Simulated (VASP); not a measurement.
Crystal: MgCd2Te3.

```
Mg Cd Te
1.0
    -2.28750    2.28750    9.70500
     2.28750   -2.28750    9.70500
     2.28750    2.28750   -9.70500
Mg Cd Te
1 2 3
Direct
  0.00000 0.00000 0.00000
  0.33330 0.33330 0.00000
  0.66670 0.66670 0.00000
  0.91670 0.41670 0.50000
  0.58330 0.08330 0.50000
  0.25000 0.75000 0.50000
```

The cell was built by a generator and needn't be a form met in nature.

| Property | Result |
| --- | --- |
| Program | VASP 6.6.1 |
| Task | relaxation of cell and atoms |
| Functional | PBE |
| Potentials or basis | VASP PAW PBE potentials, release 64 (Mg, Cd, Te) |
| Cutoff | 520 eV |
| k mesh | 4 × 4 × 4 |
| Occupations | gaussian, width 0.15 eV |
| Spin | no spin polarisation |

At the start: pressure 2.3 GPa; volume 33.86 Å³/atom.

Task: Where does the relaxation end?

Result: Over 9 steps the energy falls by 15.0 meV/atom and the volume is 35.59 Å³/atom (+5.1 %); space group I-4m2 (No. 119, to 0.05 Å).

Step by step:
```tsv
step	energy change (eV)	largest force (eV/Å)	pressure (GPa)	volume (Å³)
1	0.0000	0.3313	2.25	203.13
2	-0.0814	0.1507	-0.54	217.46
3	-0.0840	0.1802	-0.02	214.84
4	-0.0841	0.1767	-0.01	215.08
5	-0.0835	0.1638	-0.36	216.27
6	-0.0841	0.1740	-0.28	215.33
7	-0.0864	0.1377	0.17	213.46
8	-0.0864	0.1330	0.21	213.23
9	-0.0898	0.0724	0.20	213.55
```

Final structure:
```
Mg Cd Te
1.0
    -2.33147    2.33147    9.82146
     2.33147   -2.33147    9.82146
     2.33147    2.33147   -9.82146
Mg Cd Te
1 2 3
Cartesian
  0.0000 0.0000 0.0000
  0.0000 0.0000 6.5516
  0.0000 0.0000 13.0913
  0.0000 2.3315 8.2194
  0.0000 2.3315 1.6020
  2.3315 0.0000 4.9107
```

Caveat: the k mesh is coarse (spacing up to 0.49 Å⁻¹), so the values aren't converged.
